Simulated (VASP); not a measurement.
Given:

```xyz
3
Lattice="0.0000 2.8476 2.8476 2.8476 0.0000 2.8476 2.8476 2.8476 0.0000" Properties=species:S:1:pos:R:3 pbc="T T T"
Si     1.4238     1.4238     1.4238
Si     4.2715     4.2715     4.2715
Ni     0.0000     0.0000     0.0000
```

Computed with vdW-DF2, VASP's PBE PAW potentials (set 64) (plane waves; VASP 6.6.1). Numerical set-up: 520 eV cut-off, 10×10×10 Γ-centred mesh, first-order Methfessel-Paxton smearing of 0.10 eV, potentials Si Ni.

Give the stress tensor in GPa (positive for a compressed cell).

```
-5.33   0.00   0.00
 0.00  -5.33   0.00
 0.00   0.00  -5.33
```
The pressure is its mean diagonal, -5.33 GPa.

The compound is NiSi2 in the fluorite structure. This cell is one point of a volume scan, at 1.06 of the reference volume. The run is not spin-polarised, so no magnetic state was tried.
